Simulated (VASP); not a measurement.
```
PtSe2
1.0
    3.63479     0.00000     0.00000
   -1.81739     3.14782     0.00000
    0.00000     0.00000     5.69086
Pt Se
1 2
Direct
  0.00000   0.00000   0.00000
  0.66667   0.33333   0.77461
  0.33333   0.66667   0.22539
```

Calculation: PBE GGA, VASP's PBE PAW potentials (set 64) (plane waves; VASP). Settings: 300 eV cut-off, 8×8×5 Γ-centred mesh, Gaussian smearing of 0.010 eV, potentials Pt Se.

At this cut-off the stress carries a Pulay error, which pulls relaxed volumes low.

Question: Give the force on each atom (eV/Å).

Answer: 
```
atom     Fx     Fy      Fz
----  -----  -----  ------
Pt1   0.000  0.000   0.000
Se2   0.000  0.000  -1.103
Se3   0.000  0.000   1.103
```

Question: Give the stress tensor in GPa (positive for a compressed cell).

Answer: 
```
12.51   0.00   0.00
 0.00  12.51   0.00
 0.00   0.00   8.06
```
The pressure is its mean diagonal, 11.03 GPa.

The structure comes from a computed database's PtSe2 entry; how it stands against other phases isn't given here. The cell was not relaxed at this level.
